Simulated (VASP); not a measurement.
Calculation: PBE GGA, VASP's PBE PAW potentials (set 64) (plane waves; VASP 6.6.1).

Input for VASP

### INCAR
```
! general
SYSTEM   =  RhAl
PREC     =  Accurate
ENCUT    =  400
LREAL    =  .FALSE.
LASPH    =  .TRUE.   ! aspherical one-centre terms

! electronic loop
EDIFF    =  1E-6
NELM     =  100   ! most electronic steps
ALGO     =  Normal   ! blocked Davidson
LMAXMIX  =  4   ! l cut-off of mixed one-centre charges

! smearing
ISMEAR   =  1   ! Methfessel-Paxton
SIGMA    =  0.1   ! width (eV)

! functional
GGA      =  PE   ! PBE

! ions
IBRION   =  2   ! conjugate gradients
NSW      =  60
ISIF     =  3   ! ions, shape and volume
EDIFFG   =  -0.01   ! ionic stop

! output
LWAVE    =  .FALSE.
LCHARG   =  .FALSE.
```

### KPOINTS
```
Automatic mesh
0
Gamma
10 10 10
0 0 0
```

### POSCAR
```
RhAl
1
   -0.0000000000     2.7450436762     2.7450436762
    2.7450436762    -0.0000000000     2.7450436762
    2.7450436762     2.7450436762     0.0000000000
Rh Al
1 1
Direct
  0.0000000000   0.0000000000   0.0000000000
  0.2500000000   0.2500000000   0.2500000000
```

POTCAR, in this order: Rh_pv Al (PBE.64 set). Program: vasp_std.

Q: Estimate the energy per atom (σ→0), volume per atom, band gap (on the k-mesh).

A: 
* **energy per atom (σ→0)**: -5.323 eV/atom
* **band gap (on the k-mesh)**: none (metal, semimetal or under 0.01 eV)
* **volume per atom**: 20.58 Å^3/atom

OSZICAR:
```
...
   2 F= -.10645713E+02 E0= -.10645373E+02  d E =-.198388E-03
       N       E                     dE             d eps       ncg     rms          rms(c)
DAV:   1    -0.106492727912E+02   -0.35605E-02   -0.40669E-02  1227   0.266E+00    0.455E-01
DAV:   2    -0.106474058486E+02    0.18669E-02   -0.33419E-02  1222   0.194E+00    0.306E-01
DAV:   3    -0.106458048527E+02    0.16010E-02   -0.52516E-03  1222   0.770E-01    0.402E-02
DAV:   4    -0.106457871658E+02    0.17687E-04   -0.14797E-04  1257   0.752E-02    0.106E-02
DAV:   5    -0.106457864814E+02    0.68441E-06   -0.58147E-06  1317   0.237E-02
   3 F= -.10645786E+02 E0= -.10645450E+02  d E =-.272275E-03
```

The structure was generated: RhAl was put into the zinc blende type (F-43m), which need not be its known phase. This run relaxes it. Symmetry was kept, so distortions that lower it aren't found. The start is the result of an earlier pass.
